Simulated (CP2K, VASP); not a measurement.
An input for CP2K (PBEsol, GPW, DZVP-MOLOPT-SR-GTH basis, GTH-PBE potentials (GTH_POTENTIALS)):

```
&GLOBAL
  PROJECT run
  RUN_TYPE ENERGY_FORCE
  PRINT_LEVEL MEDIUM
&END GLOBAL
&FORCE_EVAL
  METHOD Quickstep
  STRESS_TENSOR ANALYTICAL
  &DFT
    BASIS_SET_FILE_NAME BASIS_MOLOPT
    POTENTIAL_FILE_NAME GTH_POTENTIALS
    &QS
      METHOD GPW
      EPS_DEFAULT 1E-11
    &END QS
    &MGRID
      CUTOFF 600
      REL_CUTOFF 60
      NGRIDS 5
    &END MGRID
    &SCF
      SCF_GUESS ATOMIC
      EPS_SCF 1E-7
      MAX_SCF 100
      ADDED_MOS 8
      &DIAGONALIZATION
        ALGORITHM STANDARD
      &END DIAGONALIZATION
      &MIXING
        METHOD BROYDEN_MIXING
        ALPHA 0.2
        NBUFFER 10
        BETA 1
      &END MIXING
      &SMEAR ON
        METHOD GAUSSIAN
        SIGMA [eV] 0.2
      &END SMEAR
    &END SCF
    &KPOINTS
      SCHEME MONKHORST-PACK 8 8 5
      GAMMA_CENTERED T
    &END KPOINTS
    &XC
      &XC_FUNCTIONAL
        &PBE
          PARAMETRIZATION PBESOL
        &END PBE
      &END XC_FUNCTIONAL
    &END XC
    &PRINT
      &MO
        EIGENVALUES T
        OCCUPATION_NUMBERS T
        NDIGITS 8
        FILENAME mo
        &EACH
          QS_SCF 0
        &END EACH
        ADD_LAST NUMERIC
      &END MO
      &MULLIKEN ON
      &END MULLIKEN
    &END PRINT
  &END DFT
  &SUBSYS
    &CELL
      A 3.95672400 0.00000000 0.00000000
      B -1.97836300 3.42662400 0.00000000
      C 0.00000000 0.00000000 5.16488400
      PERIODIC XYZ
    &END CELL
    &COORD
      Ni       0.00000000     0.00000000     2.58244200
      Ni       0.00000000     0.00000000     0.00000000
      Sb      -0.00000069     2.28441601     1.29122100
      Sb       1.97836169     1.14220799     3.87366300
    &END COORD
    &KIND Ni
      BASIS_SET DZVP-MOLOPT-SR-GTH-q18
      POTENTIAL GTH-PBE-q18
    &END KIND
    &KIND Sb
      BASIS_SET DZVP-MOLOPT-SR-GTH-q5
      POTENTIAL GTH-PBE-q5
    &END KIND
  &END SUBSYS
  &PRINT
    &FORCES ON
    &END FORCES
    &STRESS_TENSOR ON
    &END STRESS_TENSOR
  &END PRINT
&END FORCE_EVAL
```

Write the VASP files for the same calculation.

One set of files that does it:

KPOINTS:
```
Automatic mesh
0
Gamma
8 8 5
0 0 0
```

**INCAR**
```
# general
SYSTEM =NiSb
PREC   =Accurate
ENCUT  =300   # plane-wave cut-off (eV)
LREAL  =.FALSE.
LASPH  =.TRUE.

# electronic loop
EDIFF  =1E-6   # SCF stop (eV)
NELM   =100   # most electronic steps
ALGO   =Normal
LMAXMIX=4

# smearing
ISMEAR =0
SIGMA  =0.2   # width (eV)

# functional
GGA    =PS

# ions
ISIF   =2   # forces and stress, cell fixed

# output
LWAVE  =.FALSE.
LCHARG =.FALSE.
```

**POSCAR**
```
NiSb
1
    1.9783620000    -3.4266240000     0.0000000000
    1.9783620000     3.4266240000     0.0000000000
    0.0000000000     0.0000000000     5.1648840000
Ni Sb
2 2
Direct
  0.0000000000   0.0000000000   0.5000000000
  0.0000000000   0.0000000000   0.0000000000
  0.3333330000   0.6666670000   0.2500000000
  0.6666670000   0.3333330000   0.7500000000
```

POTCAR, in this order: Ni Sb (PBE.64 set). Program: vasp_std.

Both inputs were run and reached self-consistency, which says nothing on mesh or cut-off. Potentials, basis and cut-offs are each code's own, so they don't translate, and total energies aren't comparable.

The structure is a typed NiSb crystal. The cell was not relaxed at this level, and it may have been scaled.
